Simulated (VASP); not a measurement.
Input:

```xyz
4
Lattice="4.0106 0.0000 0.0000 0.0000 4.0106 0.0000 0.0000 0.0000 5.5987" Properties=species:S:1:pos:R:3 pbc="T T T"
Zn     0.0000     0.0000     0.0000
Sn     2.0053     2.0053     2.7993
P      4.0106     2.0053     1.2704
P      2.0053     0.0000     4.3283
```

These are r2SCAN meta-GGA, VASP's PBE PAW potentials (set 64) (plane waves; VASP) values and carry that method's errors. Run with 400 eV cut-off, 6×6×5 Γ-centred mesh, tetrahedra with Blöchl corrections, potentials Zn Sn_d P.

Unless said otherwise, spin-orbit coupling is left out, though it shifts the bands of the heavy elements here.

Problem. What does the run give for the energy per atom (σ→0), band gap (over mesh and band path) with the smallest direct gap where there is one?

Solution. 
- band gap (over mesh and band path): 0.88 eV
- smallest direct gap (over mesh and band path): 0.94 eV
- energy per atom (σ→0): -13.166 eV/atom

The structure comes from a computed database's ZnSnP2 entry (P-4m2); how it stands against other phases isn't given here. It was relaxed first.
